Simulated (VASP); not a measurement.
Here is the system:

```
CELL_PARAMETERS angstrom
      1.97573     1.14069     6.39618
     -1.97573     1.14069     6.39618
      0.00000    -2.28137     6.39618
ATOMIC_POSITIONS crystal
  Zn 0.36767 0.36767 0.36767
  Si 0.88210 0.88210 0.88210
  As 0.00208 0.00208 0.00208
  As 0.49814 0.49814 0.49814
```

Computed with PBEsol GGA, VASP's PBE PAW potentials (set 64) (plane waves; VASP 6.6.1). Settings: 400 eV cut-off, 10×10×10 Γ-centred mesh, tetrahedra with Blöchl corrections, potentials Zn Si As.

The cores are frozen, which limits the accuracy of field gradients.

Question: Give the principal components of the electric field gradient (V/Å²) and the asymmetry η at each nucleus.

Answer: 
| atom | Vxx | Vyy | Vzz | η |
|---|---|---|---|---|
| Zn1 | -30.1 | -30.1 | 60.2 | 0.00 |
| Si2 | 16.2 | 16.2 | -32.4 | 0.00 |
| As3 | -78.5 | -78.5 | 157.1 | 0.00 |
| As4 | 67.8 | 67.8 | -135.6 | 0.00 |

The structure comes from a computed database's ZnSiAs2 entry (R3m); how it stands against other phases isn't given here. It was relaxed first.
